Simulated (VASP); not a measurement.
Consider the following.

```
CELL_PARAMETERS angstrom
      0.00000     1.89524     1.89524
      1.89524     0.00000     1.89524
      1.89524     1.89524     0.00000
ATOMIC_POSITIONS crystal
  Ir 0.00000 0.00000 0.00000
```

The numbers are results of LDA (Ceperley-Alder, Perdew-Zunger), VASP's LDA PAW potentials (set 64) (plane waves; VASP), not measurements. Run with 500 eV cut-off, 16×16×16 Γ-centred mesh, first-order Methfessel-Paxton smearing of 0.10 eV, potentials Ir.

Energy and stress use the plane-wave basis of the starting cell.

### Question
The ions, cell shape and volume at an external pressure of 20.0 GPa are relaxed. Predict the relaxed structure.

### Answer

```
CELL_PARAMETERS angstrom
      0.00000     1.88198     1.88198
      1.88198     0.00000     1.88198
      1.88198     1.88198     0.00000
ATOMIC_POSITIONS crystal
  Ir 0.00000 0.00000 0.00000
```
Space group Fm-3m (225), at a tolerance of 0.03 Å.

### Question
How do energy and volume change from the first to the last step?

### Answer
The energy (σ→0) changes by +26.2 meV/atom and the volume by -2.1 %, in 4 ionic steps.

The compound is Ir in the fcc structure. This run relaxes it under an external pressure of 20 GPa. Symmetry was kept, so distortions that lower it aren't found.
